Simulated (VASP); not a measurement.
The system is Al3Pd.

```xyz
4
Lattice="3.9469 0.0000 0.0000 0.0000 3.9469 0.0000 0.0000 0.0000 3.9469" Properties=species:S:1:pos:R:3 pbc="T T T"
Pd    0.0000    0.0000    0.0000
Al    1.9735    1.9735    0.0000
Al    1.9735    0.0000    1.9735
Al    0.0000    1.9735    1.9735
```

The cell comes from a database or a generator and needn't be the stable form of this composition.

Base run:

```yaml
Program: VASP 6.6.1
Functional: PBE
Potentials_or_basis: VASP PAW PBE potentials, release 64 (Pd, Al)
Cutoff: 520 eV
k_mesh: 7 × 7 × 7
Occupations: fermi-dirac, width 0.05 eV
Spin: no spin polarisation
```

Its results: band gap on the k mesh none (metal or under the smearing width); pressure 1.3 GPa.

Question: The run is repeated on the same cell with these changes: functional from PBE to PBEsol. What comes out?

Answer: Band gap on the k mesh none (metal or under the smearing width); pressure -1.8 GPa.

PBEsol binds more tightly than PBE, so the same cell stands under less pressure.

Caveats: the PAW data sets were made with another functional, which shifts forces and pressure a little (some runs).

Not every run made on this cell is shown here.
